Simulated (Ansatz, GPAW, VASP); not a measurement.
Be3Fe (P1, 4 atoms in the cell) computed with different codes at matched settings

Self-consistent single point.

```
CELL_PARAMETERS angstrom
      3.23900     0.00000     0.00000
      0.00000     3.23900     0.00000
      0.00000     0.00000     3.23900
ATOMIC_POSITIONS crystal
  Be 0.00634 0.49949 0.49939
  Be 0.49241 0.00658 0.50304
  Be 0.49539 0.50074 0.99352
  Fe 0.00586 0.99318 0.00404
```
Moments meant for the start (each program seeds them in its own way; μB, in the order of the atoms Be Be Be Fe): 0.0 0.0 0.0 4.0.

Shared settings, as Ansatz (an electronic-structure program) writes them: kpoints.mp_grid.grid = 5 5 5; scf.occupations.method = gaussian; scf.occupations.width = 0.2 eV. Potentials and cutoffs stand in the table.

```
code                                                    model  pressure (GPa)  largest force (eV/Å)  size of the net moment (μB/atom)   cutoff
------  -----------------------------------------------------  --------------  --------------------  --------------------------------  -------
Ansatz                        PBEsol, PAW files made with PBE           -2.82                 0.571                              0.38  default
GPAW    PBEsol, GPAW PAW datasets PBEsol (made by gpaw-setup)           -2.09                 0.582                              0.38   800 eV
VASP               PBEsol, VASP's PBE PAW potentials (set 64)           -2.44                 0.575                              0.38   300 eV
```

Size of the force on each atom (eV/Å): Sizes of forces hide their directions.

```csv
code,Be1,Be2,Be3,Fe4
Ansatz,0.206,0.416,0.345,0.571
GPAW,0.208,0.421,0.349,0.582
VASP,0.210,0.420,0.349,0.575
```

On Ansatz's run: with one magnetic atom in the cell only a parallel order is possible.

The spread over the programs that give each value: pressure within 0.73 GPa; largest force within 0.011 eV/Å; size of the net moment within 0.00 μB/atom.

Ansatz's pressure is given at a fixed set of plane waves, as the other plane-wave codes print theirs; with its correction for the finite basis it is -2.76 GPa.

On the base mesh (6 6 6) the same programs gave: Ansatz pressure -2.90 GPa; GPAW pressure -2.19 GPa; VASP pressure -2.52 GPa.

VASP's run is marked for a possible Pulay error in its stress at this cutoff; no cutoff test was made.

The starting cell comes from a database of computed structures (which also holds hypothetical and non-ambient phases and stackings), without a prior relaxation at this level. Its atoms were displaced at random from the sites of space group no. 221.

Left out of this page: Quantum ESPRESSO and SIESTA (not drawn, or without a comparable value).

Keys are those of Ansatz 0.2.
